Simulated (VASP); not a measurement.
VASP input:

**POSCAR**
```
MgSe
3.892370
  0.0000000000   0.7071068301   0.7071068301
  0.7071068301   0.0000000000   0.7071068301
  0.7071068301   0.7071068301   0.0000000000
Mg Se
1 1
Cart
  0.0000000000   0.0000000000   0.0000000000
  0.7071068301   0.7071068301   0.7071068301
```

**KPOINTS**
```
kpoints
0
Gamma
 9 9 9
```

### INCAR
```
SYSTEM = MgSe
PREC = Accurate; ENCUT = 520; LREAL = .False.
LASPH = .True.
EDIFF = 1E-7; NELM = 100; ALGO = Normal
LMAXMIX = 4
ISMEAR = -5
GGA = 91
ISIF = 2
LWAVE = .False.; LCHARG = .True.; LORBIT = 11
NEDOS = 601
```

POTCAR, in this order: Mg Se (PBE.64 set). Program: vasp_std.

Translate this PW91 calculation to Quantum ESPRESSO's pw.x.

One equivalent input (not run):
```
&CONTROL
  calculation = 'scf'
  pseudo_dir = './pseudo'
  outdir = './out'
  tprnfor = .true.
  tstress = .true.
/
&SYSTEM
  ibrav = 0
  nat = 2
  ntyp = 2
  ecutwfc = 86
  occupations = 'tetrahedra'
  input_dft = 'pw91'
/
&ELECTRONS
  conv_thr = 7.3e-09
  electron_maxstep = 100
/
ATOMIC_SPECIES
  Mg 24.305 Mg.upf
  Se 78.971 Se.upf
CELL_PARAMETERS angstrom
     0.0000000    2.7523214    2.7523214
     2.7523214    0.0000000    2.7523214
     2.7523214    2.7523214    0.0000000
ATOMIC_POSITIONS crystal
  Mg   0.0000000  0.0000000  0.0000000
  Se   0.5000000  0.5000000  0.5000000
K_POINTS automatic
  9 9 9 0 0 0
```
Limits of the translation: the potentials are each code's own (VASP's PAW set, PseudoDojo norm-conserving files in pw.x), so ENCUT and ecutwfc are chosen apart and not converted; conv_thr bounds pw.x's estimated SCF error, while EDIFF bounds the energy change between steps.

The compound is MgSe in the rock salt structure. It was relaxed first.
